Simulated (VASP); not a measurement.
```xyz
4
Lattice="0.0000 2.7796 2.7796 2.7796 0.0000 2.7796 2.7796 2.7796 0.0000" Properties=species:S:1:pos:R:3 pbc="T T T"
Cu     4.1694     4.1694     4.1694
Cu     2.7796     2.7796     2.7796
Ru     0.0000     0.0000     0.0000
Ru     1.3898     1.3898     1.3898
```

Level of theory: PBE GGA, VASP's PBE PAW potentials (set 64) (plane waves; VASP). Run with 300 eV cut-off, 8×8×8 Γ-centred mesh, Gaussian smearing of 0.050 eV, potentials Cu Ru_pv.

At this cut-off the stress carries a Pulay error, which pulls relaxed volumes low.

Problem. Give the stress tensor in GPa (positive for a compressed cell).

Solution. 
```
70.12   0.00   0.00
 0.00  70.12   0.00
 0.00   0.00  70.12
```
The pressure is its mean diagonal, 70.12 GPa.

The structure was generated: CuRu was put into an ordered model structure, which need not be its known phase. The cell was not relaxed at this level.
